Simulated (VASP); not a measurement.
A VASP calculation is set up with these files.

INCAR:
```
SYSTEM  =  ZrN
PREC  =  Accurate; ENCUT  =  520; LREAL  =  .False.
LASPH  =  .True.
EDIFF  =  1E-7; NELM  =  100; ALGO  =  Normal
LMAXMIX  =  4
ISMEAR  =  1; SIGMA  =  0.1
ISIF  =  2
LWAVE  =  .False.; LCHARG  =  .False.
```

KPOINTS:
```
Automatic
0
G
  14 14 14
```

### POSCAR
```
ZrN
1
    0.0000000000     2.2866267655     2.2866267655
    2.2866267655     0.0000000000     2.2866267655
    2.2866267655     2.2866267655     0.0000000000
Zr N
1 1
Direct
  0.0000000000   0.0000000000   0.0000000000
  0.5000000000   0.5000000000   0.5000000000
```

POTCAR, in this order: Zr_sv N (LDA.64 set). Program: vasp_std.

Translate this LDA calculation to Quantum ESPRESSO's pw.x.

One equivalent input (not run):
```
&CONTROL
  calculation = 'scf'
  pseudo_dir = './pseudo'
  outdir = './out'
  tprnfor = .true.
  tstress = .true.
/
&SYSTEM
  ibrav = 0
  nat = 2
  ntyp = 2
  ecutwfc = 84
  occupations = 'smearing'
  smearing = 'methfessel-paxton'
  degauss = 0.00735
  input_dft = 'pz'
/
&ELECTRONS
  conv_thr = 7.3e-09
  electron_maxstep = 100
/
ATOMIC_SPECIES
  Zr 91.224 Zr.upf
  N 14.007 N.upf
CELL_PARAMETERS angstrom
     0.0000000    2.2866268    2.2866268
     2.2866268    0.0000000    2.2866268
     2.2866268    2.2866268    0.0000000
ATOMIC_POSITIONS crystal
  Zr   0.0000000  0.0000000  0.0000000
  N    0.5000000  0.5000000  0.5000000
K_POINTS automatic
  14 14 14 0 0 0
```
Limits of the translation: the potentials are each code's own (VASP's PAW set, PseudoDojo norm-conserving files in pw.x), so ENCUT and ecutwfc are chosen apart and not converted; conv_thr bounds pw.x's estimated SCF error, while EDIFF bounds the energy change between steps.

The compound is ZrN in the rock salt structure. This cell is one point of a volume scan, at 1.03 of the reference volume.
